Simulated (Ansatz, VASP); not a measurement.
# TiB2: VASP beside Ansatz, part 2 of 2

One calculation is typed for both programs; each brings its own data sets. How far apart do they land? Of the first pair: The structure shown is the end of the Ansatz relaxation below.

VASP 6.6.1 and Ansatz 0.2.0.

So far. Step 3 (VASP: single point, PBEsol): The run ends at a pressure of 3.14 GPa.

## Step 5: VASP: zone-centre phonons, PBEsol

Level of this step: PBEsol; plane waves and PAW (B, Ti_sv) (VASP).

Second derivatives magnify differences that forces hide, and they need a tight electronic threshold. The cell compared in this pair holds 22.60 Å³, against 24.86 Å³ for the pair before.

INCAR reads:

```
SYSTEM = TiB2
PREC = Accurate
ENCUT = 500
EDIFF = 1E-08
NELM = 120
ISMEAR = 1
SIGMA = 0.2
LREAL = .FALSE.
ALGO = Normal
GGA = PS
NBANDS = 15
LASPH = .TRUE.
LORBIT = 11
LWAVE = .FALSE.
LCHARG = .FALSE.
ISIF = 2
IBRION = 8
GGA_COMPAT = .FALSE.
KPAR = 2
```

POSCAR reads:

```
TiB2
1.0
    2.9256541195      0.0000000000      0.0000000000
   -1.4628270598      2.5336907902      0.0000000000
    0.0000000000      0.0000000000      3.0484396181
B Ti
2 1
Direct
    0.3333333333      0.6666666667      0.5000000000
    0.6666666667      0.3333333333      0.5000000000
    0.0000000000      0.0000000000      0.0000000000
```

KPOINTS reads:

```
Automatic mesh
0
Gamma
15 15 16
0 0 0
```

PAW data sets: B and Ti_sv (PBE family, release 64).

Command:

```
> mpirun -np 2 vasp_std
```

Numbers of over 12 decimals in the logs are rounded to 6 here.

The program printed:

```text
[banner, memory and clock lines left out]
running    2 mpi-ranks, on    1 nodes
[...]
[... a notice as in an earlier step ...]

 LDA part: xc-table for (Slater+PW92), standard interpolation
 POSCAR, INCAR and KPOINTS ok, starting setup
[...]
entering main loop
       N       E                     dE             d eps       ncg     rms          rms(c)
DAV:   1     0.122522981466E+03    0.12252E+03   -0.89793E+03  7305   0.137E+03
DAV:   2    -0.234261805131E+02   -0.14595E+03   -0.14144E+03  7675   0.360E+02
DAV:   3    -0.304820349537E+02   -0.70559E+01   -0.69558E+01 10078   0.782E+01
DAV:   4    -0.306748311881E+02   -0.19280E+00   -0.19268E+00  9215   0.113E+01
[...]
DAV:  13    -0.255385960534E+02   -0.21509E-07   -0.54614E-06  8396   0.255E-02    0.491E-03
DAV:  14    -0.255385962139E+02   -0.16044E-06   -0.49851E-07  9699   0.850E-03    0.606E-04
DAV:  15    -0.255385962072E+02    0.66404E-08   -0.33964E-08  8714   0.159E-03
   1 F= -.25538596E+02 E0= -.25538641E+02  d E =0.134389E-03
[...]
RMM:  22    -0.631767795416E+00   -0.12709E-06   -0.78592E-07 36879   0.394E-04    0.224E-05
RMM:  23    -0.631767806726E+00   -0.11310E-07   -0.60781E-07 39867   0.346E-04    0.251E-05
RMM:  24    -0.631767893552E+00   -0.86826E-07   -0.51377E-07 34896   0.316E-04    0.229E-05
 first order change of Fermi-energy   0.42615E-03
 force on displaced ion       3 direction 1 : -20.245   0.000   0.000
 Linear response progress:
  Degree of freedom:   4/  4
       N       E                     dE             d eps       ncg     rms          rms(c)
RMM:   1    -0.770657948999E+00   -0.77066E+00   -0.43542E-01  7522   0.130E+02
RMM:   2    -0.715179942946E+00    0.55478E-01   -0.30360E-01 12002   0.477E+00    0.224E-01
RMM:   3    -0.714518022868E+00    0.66192E-03   -0.24904E-02 13978   0.121E+00    0.102E-01
RMM:   4    -0.715200152680E+00   -0.68213E-03   -0.15786E-02 15302   0.578E-01    0.219E-02
[...]
RMM:  15    -0.717098353454E+00   -0.82439E-06   -0.11053E-06 16757   0.107E-03    0.143E-04
RMM:  16    -0.717098649153E+00   -0.29570E-06   -0.77418E-07 16916   0.872E-04    0.140E-04
RMM:  17    -0.717098656070E+00   -0.69176E-08   -0.41032E-07 16654   0.730E-04    0.140E-04
 first order change of Fermi-energy   0.21533E-02
 force on displaced ion       3 direction 3 :  -0.000  -0.000 -22.191
 Linear response finished
```

Parts of OUTCAR (step 5):

```text
  Total        4.8725531      4.8725531      4.8398117     -0.0000000     -0.0000000      0.0000000
  in kB      345.4720936    345.4720936    343.1506763     -0.0000000     -0.0000000      0.0000000
  external PRESSURE =     344.6982878 kB  Pullay stress =       0.0000000 kB

 POSITION                                       TOTAL-FORCE (eV/Angst)
 -----------------------------------------------------------------------------------
     -0.00000      1.68913      1.52422         0.000000     -0.000000      0.000000
      1.46283      0.84456      1.52422        -0.000000      0.000000      0.000000
      0.00000      0.00000      0.00000        -0.000000      0.000000      0.000000
 -----------------------------------------------------------------------------------
    total drift:                               -0.000000      0.000000      0.000000

[... 1 part as in an earlier step ...]

[... 1 further part left out ...]
```

## Step 6: Ansatz: zone-centre phonons, PBEsol

The same cell, functional, mesh and smearing now go to Ansatz, which takes its cutoff from its data sets.

The cell is taken from a series of runs on this material, whose earlier steps may have relaxed, scaled, displaced or heated it; both programs get it as it stands.

input.yaml reads:

```yaml
crystal:
  lattice:
    - [2.9256541195, 0.0, 0.0]
    - [-1.4628270598, 2.5336907902, 0.0]
    - [0.0, 0.0, 3.0484396181]
  atoms:
    - { symbol: B, position: [0.3333333333, 0.6666666667, 0.5] }
    - { symbol: B, position: [0.6666666667, 0.3333333333, 0.5] }
    - { symbol: Ti, position: [0.0, 0.0, 0.0] }
kpoints:
  mp_grid: { grid: [15, 15, 16] }
hamiltonian:
  xc: pbesol
  pseudopotentials: { kind: paw, azcp: { folder: soft_1 }, xc_functional: pbe }
scf:
  occupations: { method: methfessel_paxton, width: 0.2 }
output:
  eigenvalues: true
phonons:
  method: dfpt
```

Command:

```
> ansatz run input.yaml --threads 4 --pin off --max-ram 10240MiB --backend cpu --events-out ev --progress --plain --runs-dir out
```

The program printed:

```text
zone centre: on kpoints.mp_grid the ground state, and the responses unless they are solved on pairs of k-points, stand on 576 of the mesh's 3600 k-points, reduced under 4 symmetry operations, with k and −k counted as one. Each operation leaves every solved displacement unchanged or reverses it
[...]
Crystal: 3 atoms, lattice volume = 22.597 Å³
[...]
k mesh reduced under 4 symmetry operations, with k and −k counted as one. Each operation leaves every solved displacement unchanged or reverses it
  ASR residual: 1.112e-5 → 0.000e0 eV/Å²; symmetrization residual: 6.403e-7 eV/Å²
  ASR residual per site (eV/Å²): 4.19e-6 4.19e-6 1.11e-5
  Γ frequencies (cm⁻¹): 0.00 0.00 0.00 608.06 608.06 615.65 635.15 1022.43 1022.43
  non-analytic LO–TO correction: not included (Born effective charges unavailable; polar crystals: no LO–TO splitting at Γ)
[key lines of the parts left out:]
SCF converged after 9 iterations
Free energy (F): -2782.384060 eV
Fermi energy:    17.173501 eV
```

## Step 7: Comparison

Both answers:

```tsv
quantity	Ansatz	VASP	difference
optical mode 1 to 2 (cm⁻¹)	608.1	607.7	+0.06 %
optical mode 3 (cm⁻¹)	615.6	615.0	+0.11 %
optical mode 4 (cm⁻¹)	635.1	636.0	-0.14 %
optical mode 5 to 6 (cm⁻¹)	1022.4	1026.8	-0.42 %
```

Modes are paired by rising frequency, not by their patterns, so a pair may set unlike modes beside each other; they are those without the splitting of longitudinal modes.

## Step 8: Results

```yaml
difference_in_pressure_single_point_pbesol: -0.44 GPa
r_m_s_difference_of_the_optical_zone_centre_modes_each_program_s_sorted_by_frequency_zone_centre_phonons_pbesol: 2.5 cm⁻¹
```

In words: The difference in pressure is -0.44 GPa (single point, PBEsol), within the 1 GPa picked in this series as the mark of a large difference. How closely two codes agree says nothing of how well the functional describes the real material.

[Lines on the potential files, build, host, timing and source positions are cut from VASP's logs without a mark.]

[Logs are printed without paths, hosts, clocks, repeated set-up lines and the standing remarks that a program may print on its own settings, such as how far it seeks lower states.]

[Hosts, paths, dates, database ids (printed as entryN), source tags and the programs' standing remarks are cut or masked in the printed files.]
